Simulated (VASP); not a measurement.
Consider the following.

```
CELL_PARAMETERS angstrom
     -1.60204     1.60204     3.91115
      1.60204    -1.60204     3.91115
      1.60204     1.60204    -3.91115
ATOMIC_POSITIONS crystal
  Si 0.66579 0.66579 0.00000
  Si 0.33421 0.33421 0.00000
  W  0.00000 0.00000 0.00000
```

Level of theory: PBE GGA with D3 dispersion (zero damping), VASP's PBE PAW potentials (set 64) (plane waves; VASP). Settings: 520 eV cut-off, 13×13×13 Γ-centred mesh, first-order Methfessel-Paxton smearing of 0.10 eV, potentials Si W_sv.

Unless said otherwise, spin-orbit coupling is left out, though it shifts the bands of the heavy elements here.

Task: Estimate the energy per atom (σ→0), band gap (on the k-mesh) with the smallest direct gap where there is one.

Result: 
The band gap (on the k-mesh) comes out as none (metal, semimetal or under 0.01 eV) and the energy per atom (σ→0) comes out as -8.655 eV/atom.

The absolute energy has meaning only against runs of the same code, potentials and settings.

The compound is WSi2 in the MoSi2 type structure. It was relaxed first.
